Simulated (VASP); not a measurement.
Output of a VASP run:

OUTCAR:
```
 ion  position               nearest neighbor table
   1  0.333  0.667  0.250-   2 3.48   2 3.48   2 3.48   2 3.48   2 3.48   2 3.48
   2  0.667  0.333  0.750-   1 3.48   1 3.48   1 3.48   1 3.48   1 3.48   1 3.48
  LATTYP: Found a hexagonal cell.
 ALAT       =     3.6380595634
 C/A-ratio  =     1.5283157207
 Subroutine PRICEL returns:
 Original cell was already a primitive cell.
 Subroutine GETGRP returns: Found 24 space group operations
The static configuration has the point symmetry D_3d.
 The point group associated with its full space group is D_6h.
The dynamic configuration has the point symmetry D_3d.
 Subroutine INISYM returns: Found 24 space group operations
 Subroutine IBZKPT returns following result:
 Found     76 irreducible k-points:

 Following reciprocal coordinates:
            Coordinates               Weight
  0.000000  0.000000  0.000000      1.000000
  0.083333 -0.000000  0.000000      6.000000
  0.166667  0.000000  0.000000      6.000000
  0.250000  0.000000  0.000000      6.000000
  0.333333  0.000000  0.000000      6.000000
  0.416667 -0.000000  0.000000      6.000000
  0.500000  0.000000  0.000000      3.000000
  0.083333  0.083333  0.000000      6.000000
  0.166667  0.083333  0.000000     12.000000
  0.250000  0.083333  0.000000     12.000000
  0.333333  0.083333  0.000000     12.000000
  0.416667  0.083333  0.000000     12.000000
  0.166667  0.166667  0.000000      6.000000
  0.250000  0.166667  0.000000     12.000000
  0.333333  0.166667  0.000000     12.000000
  0.416667  0.166667  0.000000      6.000000
  0.250000  0.250000  0.000000      6.000000
  0.333333  0.250000  0.000000     12.000000
  0.333333  0.333333  0.000000      2.000000
  0.000000  0.000000  0.142857      2.000000
  0.083333 -0.000000  0.142857     12.000000
  0.166667  0.000000  0.142857     12.000000
  0.250000  0.000000  0.142857     12.000000
  0.333333  0.000000  0.142857     12.000000
  0.416667 -0.000000  0.142857     12.000000
  0.500000  0.000000  0.142857      6.000000
  0.083333  0.083333  0.142857     12.000000
  0.166667  0.083333  0.142857     24.000000
  0.250000  0.083333  0.142857     24.000000
  0.333333  0.083333  0.142857     24.000000
  0.416667  0.083333  0.142857     24.000000
  0.166667  0.166667  0.142857     12.000000
  0.250000  0.166667  0.142857     24.000000
  0.333333  0.166667  0.142857     24.000000
  0.416667  0.166667  0.142857     12.000000
  0.250000  0.250000  0.142857     12.000000
  0.333333  0.250000  0.142857     24.000000
  0.333333  0.333333  0.142857      4.000000
  0.000000  0.000000  0.285714      2.000000
  0.083333 -0.000000  0.285714     12.000000
   k-points           NKPTS =     76   k-points in BZ     NKDIM =     76   number of bands    NBANDS=     13
   number of dos      NEDOS =    301   number of ions     NIONS =      2
   total plane-waves  NPLWV =  32928
   dimension x,y,z NGX =    28 NGY =   28 NGZ =   42
   dimension x,y,z NGXF=    56 NGYF=   56 NGZF=   84
   ions per type =               2
   PREC   = accura    normal or accurate (medium, high low for compatibility)
   ISTART =      0    job   : 0-new  1-cont  2-samecut
   ICHARG =      2    charge: 1-file 2-atom 10-const
   ISPIN  =      1    spin polarized calculation?
   LNONCOLLINEAR =      F non collinear calculations
   LSORBIT =      F    spin-orbit coupling
   INIWAV =      1    electr: 0-lowe 1-rand  2-diag
   ENCUT  =  520.0 eV  38.22 Ry    6.18 a.u.   6.76  6.76 10.34*2*pi/ulx,y,z
   NELM   =    100;   NELMIN=  2; NELMDL= -5     # of ELM steps
   EDIFF  = 0.1E-06   stopping-criterion for ELM
   LREAL  =      F    real-space projection
   NLSPLINE    = F    spline interpolate recip. space projectors
   LMAXMIX     =    6 max onsite mixed and CHGCAR
   VOSKOWN=      0    Vosko Wilk Nusair interpolation
   EDIFFG = -.1E-01   stopping-criterion for IOM
   NSW    =     30    number of steps for IOM
...
```

**OSZICAR**
```
...
DAV:   8    -0.979924856551E+02    0.62278E-06   -0.12834E-06  2442   0.151E-02    0.216E-03
DAV:   9    -0.979924867747E+02   -0.11196E-05   -0.16305E-06  2156   0.192E-02    0.376E-04
DAV:  10    -0.979924869712E+02   -0.19649E-06   -0.72454E-07  2146   0.114E-02    0.133E-04
DAV:  11    -0.979924869564E+02    0.14773E-07   -0.15149E-07  2076   0.522E-03
   2 F= -.97992487E+02 E0= -.97991479E+02  d E =-.484510E-03
       N       E                     dE             d eps       ncg     rms          rms(c)
DAV:   1    -0.979926962883E+02   -0.20932E-03   -0.90359E-03  2834   0.868E-01    0.640E-02
DAV:   2    -0.979926029082E+02    0.93380E-04   -0.32663E-04  3171   0.236E-01    0.400E-02
DAV:   3    -0.979925914875E+02    0.11421E-04   -0.40195E-05  3185   0.902E-02    0.199E-02
DAV:   4    -0.979925968323E+02   -0.53449E-05   -0.37820E-05  2749   0.775E-02    0.101E-02
DAV:   5    -0.979925909246E+02    0.59078E-05   -0.28748E-05  2206   0.697E-02    0.703E-03
DAV:   6    -0.979925876290E+02    0.32956E-05   -0.22779E-06  2430   0.178E-02    0.296E-03
DAV:   7    -0.979925886272E+02   -0.99818E-06   -0.43956E-07  2588   0.867E-03    0.109E-03
DAV:   8    -0.979925883466E+02    0.28058E-06   -0.23861E-07  2206   0.649E-03    0.115E-03
DAV:   9    -0.979925889653E+02   -0.61873E-06   -0.32578E-07  2146   0.846E-03    0.166E-04
DAV:  10    -0.979925889938E+02   -0.28499E-07   -0.95435E-08  1343   0.420E-03
   3 F= -.97992589E+02 E0= -.97991600E+02  d E =-.586548E-03
       N       E                     dE             d eps       ncg     rms          rms(c)
DAV:   1    -0.979930600502E+02   -0.47108E-03   -0.36143E-02  2829   0.173E+00    0.128E-01
DAV:   2    -0.979926704995E+02    0.38955E-03   -0.13050E-03  3151   0.472E-01    0.803E-02
DAV:   3    -0.979926136169E+02    0.56883E-04   -0.16036E-04  3180   0.180E-01    0.404E-02
DAV:   4    -0.979926155838E+02   -0.19668E-05   -0.14966E-04  2723   0.155E-01    0.204E-02
DAV:   5    -0.979926019694E+02    0.13614E-04   -0.96157E-05  2201   0.128E-01    0.145E-02
DAV:   6    -0.979925946719E+02    0.72976E-05   -0.95693E-06  2405   0.388E-02    0.569E-03
DAV:   7    -0.979925967863E+02   -0.21144E-05   -0.16326E-06  2890   0.164E-02    0.227E-03
DAV:   8    -0.979925965337E+02    0.25260E-06   -0.97019E-07  2290   0.129E-02    0.191E-03
DAV:   9    -0.979925972683E+02   -0.73460E-06   -0.98496E-07  2141   0.151E-02    0.359E-04
DAV:  10    -0.979925975692E+02   -0.30098E-06   -0.52643E-07  2116   0.964E-03    0.156E-04
DAV:  11    -0.979925974882E+02    0.81030E-07   -0.73340E-08  1188   0.372E-03
   4 F= -.97992597E+02 E0= -.97991660E+02  d E =-.595042E-03
       N       E                     dE             d eps       ncg     rms          rms(c)
DAV:   1    -0.979928096699E+02   -0.21210E-03   -0.12292E-02  2832   0.101E+00    0.742E-02
DAV:   2    -0.979926644617E+02    0.14521E-03   -0.43183E-04  3125   0.268E-01    0.469E-02
DAV:   3    -0.979926352030E+02    0.29259E-04   -0.54373E-05  3160   0.105E-01    0.234E-02
DAV:   4    -0.979926190183E+02    0.16185E-04   -0.51750E-05  2736   0.905E-02    0.120E-02
DAV:   5    -0.979926232647E+02   -0.42464E-05   -0.34086E-05  2186   0.762E-02    0.842E-03
DAV:   6    -0.979926262618E+02   -0.29971E-05   -0.32956E-06  2377   0.222E-02    0.315E-03
DAV:   7    -0.979926251140E+02    0.11478E-05   -0.62872E-07  2796   0.103E-02    0.112E-03
DAV:   8    -0.979926250600E+02    0.53971E-07   -0.29570E-07  2191   0.726E-03
   5 F= -.97992625E+02 E0= -.97991655E+02  d E =-.622614E-03
```

OUTCAR:
```
------------------------ aborting loop because EDIFF is reached ----------------------------------------
  FORCE on cell =-STRESS in cart. coord.  units (eV):
  Direction    XX          YY          ZZ          XY          YZ          ZX
  --------------------------------------------------------------------------------------
  Total       -0.8626685     -0.8626685     -0.8638928      0.0000000      0.0000000     -0.0000000
  in kB      -21.6870951    -21.6870958    -21.7178731      0.0000000      0.0000000     -0.0000000
  external PRESSURE =     -21.6973547 kB  Pullay stress =       0.0000000 kB
  volume of cell :       63.73
      direct lattice vectors                 reciprocal lattice vectors
     1.813856526 -3.141691711 -0.000000000     0.275655760 -0.159149925  0.000000000
     1.813856526  3.141691711  0.000000000     0.275655760  0.159149925 -0.000000000
     0.000000000  0.000000000  5.591864382     0.000000000 -0.000000000  0.178831233
 POSITION                                       TOTAL-FORCE (eV/Angst)
 -----------------------------------------------------------------------------------
      1.81386      1.04723      1.39797         0.000000      0.000000      0.000000
      1.81386     -1.04723      4.19390        -0.000000     -0.000000      0.000000
 -----------------------------------------------------------------------------------
    total drift:                                0.000000      0.000092     -0.000011
  FREE ENERGIE OF THE ION-ELECTRON SYSTEM (eV)
  ---------------------------------------------------
  free  energy   TOTEN  =       -97.9926250600 eV

  energy  without entropy=      -97.9897149311  energy(sigma->0) =      -97.99165502

 reached required accuracy - stopping structural energy minimisation
```
(Selected blocks of OUTCAR.)

POSCAR:
```
Ho
1
    1.8190297579    -3.1506520161     0.0000000000
    1.8190297579     3.1506520161     0.0000000000
    0.0000000000     0.0000000000     5.5601036234
Ho
2
Direct
  0.3333330000   0.6666670000   0.2500000000
  0.6666670000   0.3333330000   0.7500000000
```

Q: Reconstruct the remaining input files.

A: Several could match; the one computed here: the input of the run itself, SCAN meta-GGA, plane waves, VASP's PBE PAW potentials (set 64).

File KPOINTS:
```
Automatic
0
gamma
 12 12 7
0 0 0
```

### INCAR
```
ALGO=Normal
EDIFF=1E-7
EDIFFG=-0.01
ENCUT=520
IBRION=2
ISIF=4
ISMEAR=1
LASPH=.TRUE.
LCHARG=.FALSE.
LMAXMIX=6
LMIXTAU=.TRUE.
LREAL=.FALSE.
LWAVE=.FALSE.
METAGGA=SCAN
NELM=100
NSW=30
PREC=Accurate
SIGMA=0.1
SYSTEM=Ho
```

POTCAR, in this order: Ho_3 (PBE.64 set). Program: vasp_std.

The 4f electrons are frozen in the core of the lanthanide potential, so 4f levels, which can set the real gap, and their magnetism are missing.

The compound is Ho in the hcp structure. This cell is one point of a volume scan, at 1.06 of the reference volume. Symmetry was kept, so distortions that lower it aren't found.
